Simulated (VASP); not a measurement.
```xyz
2
Lattice="0.0000 2.5923 2.5923 2.5923 0.0000 2.5923 2.5923 2.5923 0.0000" Properties=species:S:1:pos:R:3 pbc="T T T"
Sr     2.5923     2.5923     2.5923
O      0.0000     0.0000     0.0000
```

Computed with PBE GGA, VASP's PBE PAW potentials (set 64) (plane waves; VASP). Run with 400 eV cut-off, 6×6×6 Γ-centred mesh, Fermi-Dirac smearing of 0.050 eV, potentials Sr_sv O.

At this cut-off the stress carries a Pulay error, which pulls relaxed volumes low.

Give the stress tensor in GPa (positive for a compressed cell).

```
-1.89   0.00   0.00
 0.00  -1.89   0.00
 0.00   0.00  -1.89
```
The pressure is its mean diagonal, -1.89 GPa.

The structure comes from a computed database's SrO entry; how it stands against other phases isn't given here. The cell was not relaxed at this level.
